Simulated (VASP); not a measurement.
Here is the system:

```yaml
crystal:
  lattice:
    - [1.83286, -3.17460, 0.00000]
    - [1.83286, 3.17460, 0.00000]
    - [0.00000, 0.00000, 5.82218]
  atoms:
    - { symbol: Zr, position: [0.00000, 0.00000, 0.00000] }
    - { symbol: S, position: [0.33333, 0.66667, 0.24924] }
    - { symbol: S, position: [0.66667, 0.33333, 0.75076] }
```

The numbers are results of PBE GGA with D3 dispersion (zero damping), VASP's PBE PAW potentials (set 64) (plane waves; VASP), not measurements. Numerical set-up: 520 eV cut-off, 8×8×5 Γ-centred mesh, tetrahedra with Blöchl corrections, potentials Zr_sv S.

The cores are frozen, which limits the accuracy of field gradients.

Task: Give the principal components of the electric field gradient (V/Å²) and the asymmetry η at each nucleus.

Result: 
| atom | Vxx | Vyy | Vzz | η |
|---|---|---|---|---|
| Zr1 | 5.2 | 5.2 | -10.3 | 0.00 |
| S2 | -0.2 | -0.2 | 0.3 | - |
| S3 | -0.2 | -0.2 | 0.3 | - |

The compound is ZrS2 in the 1T layered structure. It was relaxed first.
